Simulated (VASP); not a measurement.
OSZICAR of a VASP run on LiH (rock salt):

### OSZICAR
```
       N       E                     dE             d eps       ncg     rms          rms(c)
DAV:   1    -0.917773088300E+00   -0.91777E+00   -0.15089E+03   690   0.600E+02
DAV:   2    -0.629361114935E+01   -0.53758E+01   -0.48491E+01   996   0.676E+01
DAV:   3    -0.636946545847E+01   -0.75854E-01   -0.75854E-01   828   0.801E+00
DAV:   4    -0.637010753241E+01   -0.64207E-03   -0.64207E-03   918   0.599E-01
DAV:   5    -0.637011079850E+01   -0.32661E-05   -0.32661E-05   822   0.378E-02    0.288E+00
DAV:   6    -0.618678237659E+01    0.18333E+00   -0.15409E-01   798   0.179E+00    0.145E+00
DAV:   7    -0.612498881794E+01    0.61794E-01   -0.20479E-01   846   0.229E+00    0.222E-01
DAV:   8    -0.612688431979E+01   -0.18955E-02   -0.58065E-03   804   0.678E-01    0.437E-02
DAV:   9    -0.612683686670E+01    0.47453E-04   -0.25447E-04   966   0.913E-02    0.103E-02
DAV:  10    -0.612683280322E+01    0.40635E-05   -0.72683E-06   780   0.238E-02    0.201E-03
DAV:  11    -0.612683171394E+01    0.10893E-05   -0.34517E-07   912   0.592E-03    0.717E-04
DAV:  12    -0.612683050355E+01    0.12104E-05   -0.12156E-08   366   0.131E-03    0.989E-04
DAV:  13    -0.612683107618E+01   -0.57263E-06   -0.22222E-08   336   0.110E-03    0.726E-05
DAV:  14    -0.612683111386E+01   -0.37683E-07   -0.10519E-09   336   0.354E-04
   1 F= -.62712228E+01 E0= -.62712228E+01  d E =-.528954E-17
```

**Question.** Which electronic solver shows in the log?

**Answer.** It is blocked Davidson (ALGO = Normal, or the opening steps of other solvers). The INCAR had ALGO = Normal.

**Question.** Can the final energy be trusted as converged?

**Answer.** The calculation finished and met its thresholds. It stopped with EDIFF = 1E-7, NELM = 100 (PBE GGA with D4 dispersion, plane waves, VASP's PBE PAW potentials (set 64)).

The compound is LiH in the rock salt structure. This cell is one point of a volume scan, at 1.03 of the reference volume.
